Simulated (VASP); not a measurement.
```
CuI
1.0
    0.00000     3.04861     3.04861
    3.04861     0.00000     3.04861
    3.04861     3.04861     0.00000
Cu I
1 1
Direct
  0.00000   0.00000   0.00000
  0.25000   0.25000   0.25000
```

Method: vdW-DF-cx, VASP's PBE PAW potentials (set 64) (plane waves; VASP). Run with 520 eV cut-off, 8×8×8 Γ-centred mesh, Gaussian smearing of 0.050 eV, potentials Cu I.

**Question.** Give the stress tensor in GPa (positive for a compressed cell).

**Answer.** 
```
-2.37   0.00   0.00
 0.00  -2.37   0.00
 0.00   0.00  -2.37
```
The pressure is its mean diagonal, -2.37 GPa.

The compound is CuI in the zinc blende structure. This cell is one point of a volume scan, at 1.06 of the reference volume.
